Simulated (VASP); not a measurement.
# Cs (relaxed from the simple-cubic structure, space group Pm-3m): computed properties

These are PBEsol GGA, VASP's PBE PAW potentials (set 64) (plane waves; VASP) values and carry that method's errors.

For Cs, the space group comes out as Pm-3m (221), the cell is a = b = c = 4.9313 Å, α = β = γ = 90.00° and the volume per atom comes out as 119.92 Å³/atom. The band gap (over mesh and band path) comes out as none (metal, semimetal or under 0.01 eV) and the density is 1.84 g/cm³.

```cif
data_Cs
_chemical_formula_sum 'Cs1'
_space_group_name_H-M_alt 'Pm-3m'
_space_group_IT_number 221
_space_group_name_Hall '-P 4 2 3'
_cell_length_a 4.93129
_cell_length_b 4.93129
_cell_length_c 4.93129
_cell_angle_alpha 90.000
_cell_angle_beta 90.000
_cell_angle_gamma 90.000
loop_
_atom_site_label
_atom_site_type_symbol
_atom_site_symmetry_multiplicity
_atom_site_Wyckoff_symbol
_atom_site_fract_x
_atom_site_fract_y
_atom_site_fract_z
_atom_site_occupancy
Cs1 Cs 1 a 0.00000 0.00000 0.00000 1
```

Unless said otherwise, spin-orbit coupling is left out, though it shifts the bands of the heavy elements here.

The structure was generated: Cs was put into the simple-cubic type (Pm-3m), which need not be its known phase. It was relaxed first. Symmetry was kept, so distortions that lower it aren't found.
